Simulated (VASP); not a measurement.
Data:

```xyz
2
Lattice="0.0000 2.6544 2.6544 2.6544 0.0000 2.6544 2.6544 2.6544 0.0000" Properties=species:S:1:pos:R:3 pbc="T T T"
K      0.0000     0.0000     0.0000
F      2.6544     2.6544     2.6544
```

Level of theory: PBE GGA, VASP's PBE PAW potentials (set 64) (plane waves; VASP). Numerical set-up: 400 eV cut-off, 9×9×9 Γ-centred mesh, Fermi-Dirac smearing of 0.020 eV, potentials K_sv F.

At this cut-off the stress carries a Pulay error, which pulls relaxed volumes low.

Give the stress tensor in GPa (positive for a compressed cell).

```
-2.61   0.00   0.00
 0.00  -2.61   0.00
 0.00   0.00  -2.61
```
The pressure is its mean diagonal, -2.61 GPa.

The structure comes from a computed database's KF entry; how it stands against other phases isn't given here. The cell was not relaxed at this level.
